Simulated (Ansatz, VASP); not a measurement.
**LaBr4: VASP beside Ansatz**

```
Br La
1.0
     4.34870    4.56644    0.00000
     4.34870   -4.56644    0.00000
     0.00000    0.00000   -3.90500
Br La
4 1
Direct
  0.18940 0.81060 0.50000
  0.81060 0.18940 0.50000
  0.28520 0.28520 0.00000
  0.71480 0.71480 0.00000
  0.00000 0.00000 0.00000
```

The cell was built by a generator and needn't be a form met in nature.

Alike in both runs: task single point; functional PBE; k mesh 3 × 3 × 5; occupations fermi-dirac, width 0.0599 eV; no spin polarisation.

|  | VASP | Ansatz |
| --- | --- | --- |
| version | VASP 6.6.1 | Ansatz 0.2.0 |
| potentials or method | VASP PAW PBE potentials, release 64 (Br, La) | PAW plane waves |
| plane-wave cutoff (eV) | 520 | 420 |
| valence electrons in the cell | 39 | 39 |

```tsv
	VASP	Ansatz	Ansatz less VASP
gap on the k mesh at the Fermi level (eV)	none	none	-
pressure (GPa)	19.7	19.7	+0.02
largest component of the traceless stress (GPa)	3.50	3.49	-0.010
rms of the force components (eV/Å)	2.189	2.187	-0.0012
```

A gap of «none» marks a metal or a gap that the smearing closes. Ansatz warned: «stress_scf_threshold_loose».

Caveats: so large a pressure means that the cell lies far from this level's equilibrium, or that cutoff or potentials fall short (VASP); an odd number of electrons without spin polarisation forces a metal; a magnetic or distorted state may lie lower. Spin-orbit coupling is left out, which matters for the levels of La.
